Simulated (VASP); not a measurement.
## Al2O3 (Corundum): the band gap up a ladder of functionals

Which functional reproduces the measured band gap of Al2O3 (Corundum), and what does it cost? The levels: LDA, PBE, r2SCAN, TB-mBJ, TPSS, SCAN and HSE06. LASPH is on for some levels and off for others; the table marks which. The start is a cell from a database of measured crystal structures.

Calculated with VASP 6.6.1; LDA; plane waves and PAW (Al, O), in the first sound run; inputs show where later runs differ.

Experimental background.

“Multi-petahertz electron interference in Cr:Al2O3 solid-state material” (2018, pmc:5906618) quotes from earlier work for Al2O3, alpha (corundum) (high-purity reference sample): band gap (optical band gap of host from absorption) 8.7 eV [literature value quoted for a high-purity sample; optical absorption edge, temperature …].

This is a report of a sequence of runs, with most program output left out.

**1. The starting structure**

It takes space group R-3c (No. 167, trigonal). Conventional cell: a = 4.760 Å, b = 4.760 Å, c = 12.996 Å, α = 90.00°, β = 90.00°, γ = 120.00°. Nearest to Al lie 6 O at 1.85 to 1.97 Å. Nearest to O lie 4 Al at 1.85 to 1.97 Å. Farther neighbours and most contacts between anions are not listed.

**2. Bands with LDA**

The mesh alone shows little of the dispersion and can miss band extrema, so KPOINTS_OPT adds a path through the symmetry points after the self-consistent cycle. LDA, the lowest rung, knows the local density alone.

Input file INCAR:

```
SYSTEM = Al2O3
PREC = Accurate
ENCUT = 520
EDIFF = 1E-06
NELM = 100
ISMEAR = 0
SIGMA = 0.02
LREAL = .FALSE.
ALGO = Normal
GGA = CA
NBANDS = 48
LORBIT = 11
LWAVE = .FALSE.
LCHARG = .FALSE.
KPAR = 8
```

Input file POSCAR:

```
Al2O3
1.0
    2.3802500000      1.3742379782      4.3318666667
   -2.3802500000      1.3742379782      4.3318666667
    0.0000000000     -2.7484759565      4.3318666667
Al O
4 6
Direct
    0.3521600000      0.3521600000      0.3521600000
    0.1478400000      0.1478400000      0.1478400000
    0.6478400000      0.6478400000      0.6478400000
    0.8521600000      0.8521600000      0.8521600000
    0.5566800000      0.9433200000      0.2500000000
    0.2500000000      0.5566800000      0.9433200000
    0.9433200000      0.2500000000      0.5566800000
    0.4433200000      0.0566800000      0.7500000000
    0.7500000000      0.4433200000      0.0566800000
    0.0566800000      0.7500000000      0.4433200000
```

Input file KPOINTS:

```
Automatic mesh
0
Gamma
4 4 4
0 0 0
```

Input file KPOINTS_OPT:

```
Line mode
12
Line-mode
Reciprocal
  0.00000000   0.00000000   0.00000000 GAMMA
  0.50000000   0.00000000   0.00000000 L

  0.50000000   0.00000000   0.00000000 L
  0.50000000   0.23376048  -0.23376048 B1

  0.76623952   0.50000000   0.23376048 B
  0.50000000   0.50000000   0.50000000 Z

  0.50000000   0.50000000   0.50000000 Z
  0.00000000   0.00000000   0.00000000 GAMMA

  0.00000000   0.00000000   0.00000000 GAMMA
  0.36688024   0.00000000  -0.36688024 X

  0.63311976   0.36688024   0.00000000 Q
  0.50000000   0.50000000   0.00000000 F

  0.50000000   0.50000000   0.00000000 F
  0.63311976   0.63311976   0.23376048 P1

  0.63311976   0.63311976   0.23376048 P1
  0.50000000   0.50000000   0.50000000 Z

  0.50000000   0.00000000   0.00000000 L
  0.76623952   0.36688024   0.36688024 P
```

PAW data sets: Al and O (PBE family, release 64).

On the command line:

```
> mpirun -np 8 vasp_std
```

The job ended after 58 s (8 MPI ranks of AMD EPYC 7R43, shared host; peak memory 1.9 GiB; 7.6 min of CPU time).

The PAW data sets were made with PBE, though LDA sets exist; this is a small mismatch. At this level the cell is under a tension of 3.8 GPa, so at these settings it is away from equilibrium.

This step gave:

```
SCF cycles                        : 12
electrons                         : 48
bands                             : 48
irreducible k-points              : 13
symmetry operations               : 12
free energy (TOTEN)               : -83.1991 eV
Fermi energy                      : 6.002 eV
pressure                          : -3.836 GPa
metallic                          : no
least gap on mesh and path        : 6.181 eV
least direct gap on mesh and path : 6.181 eV
valence top at k                  : 0, 0, 0
conduction bottom at k            : 0, 0, 0
least direct gap at k             : 0, 0, 0
```

The electronic bands at the labelled points (eV, zero at the valence-band top; v1 is the highest filled band, c1 the lowest empty one):

| point | v4 | v3 | v2 | v1 | c1 | c2 | c3 | c4 |
| --- | --- | --- | --- | --- | --- | --- | --- | --- |
| Γ | -0.50 | -0.04 | -0.04 | 0.00 | 6.18 | 8.97 | 10.52 | 11.35 |
| 0.45 of the way | -0.75 | -0.42 | -0.13 | -0.09 | 7.24 | 9.83 | 9.93 | 10.67 |
| L | -0.92 | -0.92 | -0.27 | -0.27 | 9.31 | 9.31 | 9.48 | 9.48 |
| 0.45 of the way | -0.85 | -0.85 | -0.31 | -0.31 | 9.24 | 9.24 | 9.63 | 9.63 |
| B1 | -0.86 | -0.86 | -0.51 | -0.51 | 9.54 | 9.54 | 9.96 | 9.96 |
| jump to B | -0.86 | -0.86 | -0.51 | -0.51 | 9.54 | 9.54 | 9.96 | 9.96 |
| 0.45 of the way | -0.92 | -0.92 | -0.57 | -0.57 | 9.35 | 9.35 | 10.50 | 10.50 |
| Z | -0.38 | -0.38 | -0.38 | -0.38 | 8.56 | 8.56 | 10.81 | 10.81 |
| 0.45 of the way | -0.51 | -0.51 | -0.13 | -0.13 | 7.28 | 9.04 | 10.33 | 11.38 |
| Γ | -0.50 | -0.04 | -0.04 | 0.00 | 6.18 | 8.97 | 10.52 | 11.35 |
| 0.45 of the way | -0.82 | -0.52 | -0.15 | -0.06 | 7.60 | 9.67 | 10.15 | 10.28 |
| X | -0.90 | -0.85 | -0.57 | -0.28 | 9.36 | 9.37 | 9.57 | 9.99 |
| jump to Q | -0.90 | -0.85 | -0.57 | -0.28 | 9.36 | 9.37 | 9.57 | 9.99 |
| 0.45 of the way | -0.97 | -0.83 | -0.75 | -0.27 | 9.43 | 9.61 | 9.61 | 10.03 |
| F | -1.04 | -0.94 | -0.75 | -0.26 | 9.39 | 9.61 | 9.78 | 10.25 |
| 0.45 of the way | -1.04 | -0.89 | -0.77 | -0.30 | 9.48 | 9.63 | 9.84 | 10.13 |
| P1 | -1.05 | -0.87 | -0.76 | -0.47 | 9.55 | 9.71 | 10.04 | 10.23 |
| 0.55 of the way | -0.75 | -0.69 | -0.50 | -0.48 | 9.03 | 9.03 | 10.54 | 10.92 |
| Z | -0.38 | -0.38 | -0.38 | -0.38 | 8.56 | 8.56 | 10.81 | 10.81 |
| jump to L | -0.92 | -0.92 | -0.27 | -0.27 | 9.31 | 9.31 | 9.48 | 9.48 |
| 0.45 of the way | -1.06 | -0.81 | -0.45 | -0.34 | 9.10 | 9.38 | 9.69 | 9.97 |
| P | -1.05 | -0.87 | -0.76 | -0.47 | 9.55 | 9.71 | 10.04 | 10.23 |

Of the projections kept (Al, O), the largest for each band there; the rest of the weight can lie on other orbitals:

| point | v4 | v3 | v2 | v1 | c1 | c2 | c3 | c4 |
| --- | --- | --- | --- | --- | --- | --- | --- | --- |
| Γ | O 0.98 | O 0.98 | O 0.98 | O 0.96 | O 0.59 | Al 0.61 | Al 0.73 | Al 0.60 |
| L | O 0.97 | O 0.97 | O 0.98 | O 0.98 | O 0.63 | O 0.63 | Al 0.56 | Al 0.56 |
| B1 | O 0.98 | O 0.98 | O 0.97 | O 0.97 | Al 0.51 | Al 0.50 | O 0.57 | O 0.57 |
| B | O 0.98 | O 0.98 | O 0.97 | O 0.97 | Al 0.50 | Al 0.50 | O 0.57 | O 0.57 |
| Z | O 0.98 | O 0.98 | O 0.98 | O 0.98 | O 0.62 | O 0.62 | Al 0.84 | Al 0.84 |
| Γ | O 0.98 | O 0.98 | O 0.98 | O 0.96 | O 0.59 | Al 0.61 | Al 0.73 | Al 0.60 |

Force by atom:

| atom | x (eV/Å) | y (eV/Å) | z (eV/Å) | size |
| --- | --- | --- | --- | --- |
| Al1 | 0.000 | 0.000 | -0.057 | 0.057 |
| Al2 | 0.000 | 0.000 | 0.057 | 0.057 |
| Al3 | 0.000 | 0.000 | 0.057 | 0.057 |
| Al4 | 0.000 | 0.000 | -0.057 | 0.057 |
| O5 | -0.129 | 0.000 | 0.000 | 0.129 |
| O6 | 0.065 | -0.112 | 0.000 | 0.129 |
| O7 | 0.065 | 0.112 | 0.000 | 0.129 |
| O8 | 0.129 | 0.000 | 0.000 | 0.129 |
| O9 | -0.065 | 0.112 | 0.000 | 0.129 |
| O10 | -0.065 | -0.112 | 0.000 | 0.129 |

The gap is 6.18 eV, direct at Γ. The gap lies -2.52 eV from the measured 8.70 eV.

**3. Bands with PBE**

This step: PBE; plane waves and PAW (Al, O) (VASP 6.6.1).

PBE, the usual starting point, adds the gradient of the density.

INCAR: that of step 2 with these lines changed.

```diff
@@ -9,3 +9,3 @@
 ALGO = Normal
-GGA = CA
+GGA = PE
 NBANDS = 48
```

POSCAR is that of step 2.

KPOINTS is that of step 2.

KPOINTS_OPT is that of step 2.

On the command line:

```
> mpirun -np 8 vasp_std
```

It took 66 s on 8 MPI ranks; peak memory 2.2 GiB; 8.6 min of CPU time.

At this level the cell is under a pressure of 7.2 GPa, so at these settings it is away from equilibrium.

Numbers from this step:

- SCF cycles: 13
- free energy (TOTEN): -74.7513 eV
- Fermi energy: 6.328 eV
- pressure: 7.192 GPa
- least gap on mesh and path: 6.215 eV
- least direct gap on mesh and path: 6.215 eV

Electronic bands along the path, in eV, zero at the valence-band top; v1 is the highest filled band, c1 the lowest empty one:

| point | v4 | v3 | v2 | v1 | c1 | c2 | c3 | c4 |
| --- | --- | --- | --- | --- | --- | --- | --- | --- |
| Γ | -0.49 | -0.04 | -0.04 | 0.00 | 6.21 | 9.14 | 10.73 | 11.52 |
| 0.45 of the way | -0.74 | -0.42 | -0.13 | -0.09 | 7.29 | 10.01 | 10.11 | 10.90 |
| L | -0.91 | -0.91 | -0.27 | -0.27 | 9.47 | 9.47 | 9.63 | 9.63 |
| 0.45 of the way | -0.85 | -0.85 | -0.31 | -0.31 | 9.37 | 9.37 | 9.81 | 9.81 |
| B1 | -0.85 | -0.85 | -0.51 | -0.51 | 9.70 | 9.70 | 10.12 | 10.12 |
| jump to B | -0.85 | -0.85 | -0.51 | -0.51 | 9.70 | 9.70 | 10.12 | 10.12 |
| 0.45 of the way | -0.91 | -0.91 | -0.56 | -0.56 | 9.48 | 9.48 | 10.71 | 10.71 |
| Z | -0.38 | -0.38 | -0.38 | -0.38 | 8.67 | 8.67 | 11.08 | 11.08 |
| 0.45 of the way | -0.51 | -0.51 | -0.13 | -0.13 | 7.34 | 9.19 | 10.57 | 11.64 |
| Γ | -0.49 | -0.04 | -0.04 | 0.00 | 6.21 | 9.14 | 10.73 | 11.52 |
| 0.45 of the way | -0.82 | -0.51 | -0.14 | -0.07 | 7.67 | 9.85 | 10.34 | 10.47 |
| X | -0.89 | -0.84 | -0.56 | -0.28 | 9.50 | 9.54 | 9.75 | 10.21 |
| jump to Q | -0.89 | -0.84 | -0.56 | -0.28 | 9.50 | 9.54 | 9.75 | 10.21 |
| 0.45 of the way | -0.96 | -0.82 | -0.74 | -0.27 | 9.59 | 9.77 | 9.81 | 10.20 |
| F | -1.03 | -0.92 | -0.74 | -0.26 | 9.64 | 9.72 | 9.93 | 10.40 |
| 0.45 of the way | -1.03 | -0.88 | -0.76 | -0.30 | 9.72 | 9.76 | 9.99 | 10.27 |
| P1 | -1.03 | -0.86 | -0.75 | -0.46 | 9.73 | 9.93 | 10.20 | 10.37 |
| 0.55 of the way | -0.74 | -0.68 | -0.50 | -0.48 | 9.14 | 9.15 | 10.78 | 11.18 |
| Z | -0.38 | -0.38 | -0.38 | -0.38 | 8.67 | 8.67 | 11.08 | 11.08 |
| jump to L | -0.91 | -0.91 | -0.27 | -0.27 | 9.47 | 9.47 | 9.63 | 9.63 |
| 0.45 of the way | -1.05 | -0.80 | -0.44 | -0.34 | 9.29 | 9.52 | 9.80 | 10.14 |
| P | -1.03 | -0.86 | -0.75 | -0.46 | 9.73 | 9.93 | 10.20 | 10.37 |

Of the projections kept (Al, O), the largest for each band there; the rest of the weight can lie on other orbitals:

| point | v4 | v3 | v2 | v1 | c1 | c2 | c3 | c4 |
| --- | --- | --- | --- | --- | --- | --- | --- | --- |
| Γ | O 0.99 | O 0.98 | O 0.98 | O 0.96 | O 0.57 | Al 0.62 | Al 0.74 | Al 0.61 |
| L | O 0.97 | O 0.97 | O 0.98 | O 0.98 | O 0.66 | O 0.66 | Al 0.64 | Al 0.64 |
| B1 | O 0.98 | O 0.98 | O 0.97 | O 0.97 | Al 0.52 | Al 0.52 | O 0.56 | O 0.56 |
| B | O 0.98 | O 0.98 | O 0.97 | O 0.97 | Al 0.52 | Al 0.52 | O 0.56 | O 0.56 |
| Z | O 0.98 | O 0.98 | O 0.98 | O 0.98 | O 0.60 | O 0.60 | Al 0.85 | Al 0.85 |
| Γ | O 0.99 | O 0.98 | O 0.98 | O 0.96 | O 0.57 | Al 0.62 | Al 0.74 | Al 0.61 |

The gap is 6.21 eV, direct at Γ. Against LDA that is +0.03 eV; the cost is about the same. The gap lies -2.49 eV from the measured 8.70 eV.

**4. Bands with r2SCAN**

This step: r2SCAN; plane waves and PAW (Al, O) (VASP 6.6.1).

r2SCAN adds the kinetic-energy density, costs more than a GGA and is run with LASPH.

INCAR: that of step 3 with these lines changed.

```diff
@@ -9,3 +9,4 @@
 ALGO = Normal
-GGA = PE
+METAGGA = R2SCAN
+LASPH = .TRUE.
 NBANDS = 48
```

POSCAR is that of step 3.

KPOINTS is that of step 3.

KPOINTS_OPT is that of step 3.

On the command line:

```
> mpirun -np 8 vasp_std
```

Wall time 3.8 min (8 MPI ranks); peak memory 2.4 GiB.

The PAW data sets were made with PBE, which is usual practice but a small mismatch for other functionals.

The electronic bands at the labelled points (eV, zero at the valence-band top; v1 is the highest filled band, c1 the lowest empty one):

| point | v4 | v3 | v2 | v1 | c1 | c2 | c3 | c4 |
| --- | --- | --- | --- | --- | --- | --- | --- | --- |
| Γ | -0.53 | -0.06 | -0.06 | 0.00 | 7.13 | 10.11 | 11.92 | 12.57 |
| 0.45 of the way | -0.78 | -0.44 | -0.15 | -0.11 | 8.21 | 11.00 | 11.20 | 11.86 |
| L | -0.94 | -0.94 | -0.29 | -0.29 | 10.42 | 10.42 | 10.68 | 10.68 |
| 0.45 of the way | -0.88 | -0.88 | -0.33 | -0.33 | 10.35 | 10.35 | 10.83 | 10.83 |
| B1 | -0.88 | -0.88 | -0.53 | -0.53 | 10.70 | 10.70 | 11.11 | 11.11 |
| jump to B | -0.88 | -0.88 | -0.53 | -0.53 | 10.70 | 10.70 | 11.11 | 11.11 |
| 0.45 of the way | -0.93 | -0.93 | -0.59 | -0.59 | 10.44 | 10.44 | 11.74 | 11.74 |
| Z | -0.41 | -0.41 | -0.41 | -0.41 | 9.61 | 9.61 | 12.13 | 12.13 |
| 0.45 of the way | -0.55 | -0.55 | -0.15 | -0.15 | 8.26 | 10.16 | 11.68 | 12.61 |
| Γ | -0.53 | -0.06 | -0.06 | 0.00 | 7.13 | 10.11 | 11.92 | 12.57 |
| 0.45 of the way | -0.85 | -0.55 | -0.15 | -0.09 | 8.59 | 10.92 | 11.35 | 11.48 |
| X | -0.92 | -0.88 | -0.59 | -0.31 | 10.51 | 10.54 | 10.70 | 11.18 |
| jump to Q | -0.92 | -0.88 | -0.59 | -0.31 | 10.51 | 10.54 | 10.70 | 11.18 |
| 0.45 of the way | -0.98 | -0.85 | -0.78 | -0.29 | 10.61 | 10.73 | 10.77 | 11.20 |
| F | -1.07 | -0.94 | -0.78 | -0.28 | 10.57 | 10.77 | 10.89 | 11.43 |
| 0.45 of the way | -1.07 | -0.90 | -0.80 | -0.32 | 10.66 | 10.80 | 10.96 | 11.32 |
| P1 | -1.07 | -0.89 | -0.77 | -0.49 | 10.74 | 10.86 | 11.17 | 11.44 |
| 0.55 of the way | -0.77 | -0.70 | -0.53 | -0.51 | 10.09 | 10.10 | 11.81 | 12.22 |
| Z | -0.41 | -0.41 | -0.41 | -0.41 | 9.61 | 9.61 | 12.13 | 12.13 |
| jump to L | -0.94 | -0.94 | -0.29 | -0.29 | 10.42 | 10.42 | 10.68 | 10.68 |
| 0.45 of the way | -1.09 | -0.83 | -0.47 | -0.36 | 10.29 | 10.48 | 10.81 | 11.19 |
| P | -1.07 | -0.89 | -0.77 | -0.49 | 10.74 | 10.86 | 11.17 | 11.44 |

Of the projections kept (Al, O), the largest for each band there; the rest of the weight can lie on other orbitals:

| point | v4 | v3 | v2 | v1 | c1 | c2 | c3 | c4 |
| --- | --- | --- | --- | --- | --- | --- | --- | --- |
| Γ | O 0.99 | O 0.98 | O 0.98 | O 0.96 | O 0.55 | Al 0.64 | Al 0.76 | Al 0.63 |
| L | O 0.97 | O 0.97 | O 0.98 | O 0.98 | O 0.64 | O 0.64 | Al 0.63 | Al 0.63 |
| B1 | O 0.98 | O 0.98 | O 0.97 | O 0.97 | Al 0.52 | Al 0.52 | O 0.54 | O 0.54 |
| B | O 0.98 | O 0.98 | O 0.97 | O 0.97 | Al 0.52 | Al 0.52 | O 0.54 | O 0.54 |
| Z | O 0.98 | O 0.98 | O 0.98 | O 0.98 | O 0.59 | O 0.59 | Al 0.84 | Al 0.84 |
| Γ | O 0.99 | O 0.98 | O 0.98 | O 0.96 | O 0.55 | Al 0.64 | Al 0.76 | Al 0.63 |

The gap is 7.13 eV, direct at Γ. Against LDA that is +0.95 eV; this run took 4.0 times the core time. The gap lies -1.57 eV from the measured 8.70 eV.

**5. Bands with TB-mBJ**

This step: TB-mBJ; plane waves and PAW (Al, O) (VASP 6.6.1).

TB-mBJ is a local potential fitted to gaps: it costs far less than a hybrid but gives no energy.

INCAR: that of step 4 with these lines changed.

```diff
@@ -4,3 +4,3 @@
 EDIFF = 1E-06
-NELM = 100
+NELM = 150
 ISMEAR = 0
@@ -9,3 +9,3 @@
 ALGO = Normal
-METAGGA = R2SCAN
+METAGGA = MBJ
 LASPH = .TRUE.
```

POSCAR is that of step 4.

KPOINTS is that of step 4.

KPOINTS_OPT is that of step 4.

On the command line:

```
> mpirun -np 8 vasp_std
```

The job ended after 2.4 min (8 MPI ranks; peak memory 2.3 GiB; 19 min of CPU time).

This functional is a potential without an energy, so its energies, forces and stress mean nothing and are not read.

The electronic bands at the labelled points (eV, zero at the valence-band top; v1 is the highest filled band, c1 the lowest empty one):

| point | v4 | v3 | v2 | v1 | c1 | c2 | c3 | c4 |
| --- | --- | --- | --- | --- | --- | --- | --- | --- |
| Γ | -0.44 | -0.07 | -0.07 | 0.00 | 7.94 | 11.14 | 12.61 | 13.50 |
| 0.45 of the way | -0.68 | -0.37 | -0.13 | -0.08 | 8.97 | 11.99 | 11.99 | 12.95 |
| L | -0.81 | -0.81 | -0.23 | -0.23 | 11.28 | 11.28 | 11.61 | 11.61 |
| 0.45 of the way | -0.76 | -0.76 | -0.26 | -0.26 | 11.22 | 11.22 | 11.79 | 11.79 |
| B1 | -0.76 | -0.76 | -0.45 | -0.45 | 11.61 | 11.61 | 12.08 | 12.08 |
| jump to B | -0.76 | -0.76 | -0.45 | -0.45 | 11.61 | 11.61 | 12.08 | 12.08 |
| 0.45 of the way | -0.80 | -0.80 | -0.52 | -0.52 | 11.32 | 11.32 | 12.74 | 12.74 |
| Z | -0.36 | -0.36 | -0.36 | -0.36 | 10.51 | 10.51 | 13.22 | 13.22 |
| 0.45 of the way | -0.46 | -0.46 | -0.15 | -0.15 | 9.07 | 11.14 | 12.58 | 13.96 |
| Γ | -0.44 | -0.07 | -0.07 | 0.00 | 7.94 | 11.14 | 12.61 | 13.50 |
| 0.45 of the way | -0.76 | -0.45 | -0.12 | -0.06 | 9.35 | 11.72 | 12.33 | 12.49 |
| X | -0.81 | -0.74 | -0.50 | -0.25 | 11.34 | 11.49 | 11.74 | 12.44 |
| jump to Q | -0.81 | -0.74 | -0.50 | -0.25 | 11.34 | 11.49 | 11.74 | 12.44 |
| 0.45 of the way | -0.84 | -0.73 | -0.68 | -0.24 | 11.43 | 11.70 | 12.01 | 12.22 |
| F | -0.93 | -0.82 | -0.66 | -0.23 | 11.52 | 11.84 | 11.93 | 12.34 |
| 0.45 of the way | -0.93 | -0.78 | -0.68 | -0.27 | 11.58 | 11.90 | 12.01 | 12.23 |
| P1 | -0.93 | -0.76 | -0.67 | -0.41 | 11.66 | 12.02 | 12.14 | 12.23 |
| 0.55 of the way | -0.67 | -0.61 | -0.46 | -0.45 | 10.98 | 10.98 | 12.86 | 13.28 |
| Z | -0.36 | -0.36 | -0.36 | -0.36 | 10.51 | 10.51 | 13.22 | 13.22 |
| jump to L | -0.81 | -0.81 | -0.23 | -0.23 | 11.28 | 11.28 | 11.61 | 11.61 |
| 0.45 of the way | -0.95 | -0.71 | -0.38 | -0.30 | 11.27 | 11.39 | 11.62 | 12.13 |
| P | -0.93 | -0.76 | -0.67 | -0.41 | 11.66 | 12.02 | 12.14 | 12.23 |

Of the projections kept (Al, O), the largest for each band there; the rest of the weight can lie on other orbitals:

| point | v4 | v3 | v2 | v1 | c1 | c2 | c3 | c4 |
| --- | --- | --- | --- | --- | --- | --- | --- | --- |
| Γ | O 0.99 | O 0.98 | O 0.98 | O 0.97 | O 0.59 | Al 0.62 | Al 0.71 | Al 0.63 |
| L | O 0.97 | O 0.97 | O 0.98 | O 0.98 | O 0.63 | O 0.63 | Al 0.62 | Al 0.62 |
| B1 | O 0.98 | O 0.98 | O 0.98 | O 0.98 | Al 0.50 | Al 0.50 | O 0.57 | O 0.57 |
| B | O 0.98 | O 0.98 | O 0.98 | O 0.98 | Al 0.50 | Al 0.50 | O 0.57 | O 0.57 |
| Z | O 0.98 | O 0.98 | O 0.98 | O 0.98 | O 0.61 | O 0.61 | Al 0.84 | Al 0.84 |
| Γ | O 0.99 | O 0.98 | O 0.98 | O 0.97 | O 0.59 | Al 0.62 | Al 0.71 | Al 0.63 |

The gap is 7.94 eV, direct at Γ. Against LDA that is +1.76 eV; this run took 2.5 times the core time. The gap lies -0.76 eV from the measured 8.70 eV.

**6. Bands with TPSS**

This step: TPSS; plane waves and PAW (Al, O) (VASP 6.6.1).

TPSS is an older meta-GGA.

INCAR: that of step 5 with these lines changed.

```diff
@@ -4,3 +4,3 @@
 EDIFF = 1E-06
-NELM = 150
+NELM = 100
 ISMEAR = 0
@@ -9,3 +9,3 @@
 ALGO = Normal
-METAGGA = MBJ
+METAGGA = TPSS
 LASPH = .TRUE.
```

POSCAR is that of step 5.

KPOINTS is that of step 5.

KPOINTS_OPT is that of step 5.

On the command line:

```
> mpirun -np 8 vasp_std
```

Elapsed: 4 min, on 8 MPI ranks; peak memory 2.4 GiB.

At this level the cell is under a pressure of 3.9 GPa, so at these settings it is away from equilibrium.

Electronic bands along the path, in eV, zero at the valence-band top; v1 is the highest filled band, c1 the lowest empty one:

| point | v4 | v3 | v2 | v1 | c1 | c2 | c3 | c4 |
| --- | --- | --- | --- | --- | --- | --- | --- | --- |
| Γ | -0.51 | -0.05 | -0.05 | 0.00 | 6.34 | 9.30 | 11.14 | 11.77 |
| 0.45 of the way | -0.76 | -0.43 | -0.14 | -0.10 | 7.44 | 10.20 | 10.43 | 11.09 |
| L | -0.93 | -0.93 | -0.28 | -0.28 | 9.64 | 9.64 | 9.90 | 9.90 |
| 0.45 of the way | -0.86 | -0.86 | -0.31 | -0.31 | 9.57 | 9.57 | 10.05 | 10.05 |
| B1 | -0.86 | -0.86 | -0.51 | -0.51 | 9.91 | 9.91 | 10.33 | 10.33 |
| jump to B | -0.86 | -0.86 | -0.51 | -0.51 | 9.91 | 9.91 | 10.33 | 10.33 |
| 0.45 of the way | -0.92 | -0.92 | -0.57 | -0.57 | 9.67 | 9.67 | 10.94 | 10.94 |
| Z | -0.39 | -0.39 | -0.39 | -0.39 | 8.84 | 8.84 | 11.34 | 11.34 |
| 0.45 of the way | -0.52 | -0.52 | -0.14 | -0.14 | 7.49 | 9.36 | 10.90 | 11.84 |
| Γ | -0.51 | -0.05 | -0.05 | 0.00 | 6.34 | 9.30 | 11.14 | 11.77 |
| 0.45 of the way | -0.83 | -0.53 | -0.15 | -0.07 | 7.82 | 10.15 | 10.53 | 10.68 |
| X | -0.91 | -0.86 | -0.57 | -0.29 | 9.74 | 9.74 | 9.91 | 10.37 |
| jump to Q | -0.91 | -0.86 | -0.57 | -0.29 | 9.74 | 9.74 | 9.91 | 10.37 |
| 0.45 of the way | -0.97 | -0.83 | -0.76 | -0.27 | 9.82 | 9.97 | 10.00 | 10.37 |
| F | -1.05 | -0.94 | -0.76 | -0.26 | 9.80 | 9.98 | 10.12 | 10.59 |
| 0.45 of the way | -1.05 | -0.89 | -0.77 | -0.31 | 9.88 | 10.00 | 10.19 | 10.50 |
| P1 | -1.05 | -0.88 | -0.76 | -0.47 | 9.94 | 10.09 | 10.40 | 10.63 |
| 0.55 of the way | -0.76 | -0.69 | -0.51 | -0.49 | 9.32 | 9.33 | 11.01 | 11.43 |
| Z | -0.39 | -0.39 | -0.39 | -0.39 | 8.84 | 8.84 | 11.34 | 11.34 |
| jump to L | -0.93 | -0.93 | -0.28 | -0.28 | 9.64 | 9.64 | 9.90 | 9.90 |
| 0.45 of the way | -1.07 | -0.81 | -0.45 | -0.35 | 9.50 | 9.71 | 10.01 | 10.41 |
| P | -1.05 | -0.88 | -0.76 | -0.47 | 9.94 | 10.09 | 10.40 | 10.63 |

Of the projections kept (Al, O), the largest for each band there; the rest of the weight can lie on other orbitals:

| point | v4 | v3 | v2 | v1 | c1 | c2 | c3 | c4 |
| --- | --- | --- | --- | --- | --- | --- | --- | --- |
| Γ | O 0.98 | O 0.98 | O 0.98 | O 0.96 | O 0.55 | Al 0.63 | Al 0.76 | Al 0.61 |
| L | O 0.97 | O 0.97 | O 0.98 | O 0.98 | O 0.65 | O 0.65 | Al 0.63 | Al 0.63 |
| B1 | O 0.98 | O 0.98 | O 0.97 | O 0.97 | Al 0.52 | Al 0.52 | O 0.55 | O 0.55 |
| B | O 0.98 | O 0.98 | O 0.97 | O 0.97 | Al 0.52 | Al 0.52 | O 0.55 | O 0.55 |
| Z | O 0.98 | O 0.98 | O 0.98 | O 0.98 | O 0.60 | O 0.60 | Al 0.84 | Al 0.84 |
| Γ | O 0.98 | O 0.98 | O 0.98 | O 0.96 | O 0.55 | Al 0.63 | Al 0.76 | Al 0.61 |

The gap is 6.33 eV, direct at Γ. Against LDA that is +0.15 eV; this run took 4.2 times the core time. The gap lies -2.37 eV from the measured 8.70 eV.

[end of part 1 of 2]

[Lines on the potential files, build, host, timing and source positions are cut from VASP's logs without a mark.]

[Logs are printed without paths, hosts, clocks, repeated set-up lines and the standing remarks that a program may print on its own settings, such as how far it seeks lower states.]

[Hosts, paths, dates, database ids (printed as entryN), source tags and the programs' standing remarks are cut or masked in the printed files.]

[A measured line is paired with the nearest computed mode of its activity, which favours agreement.]
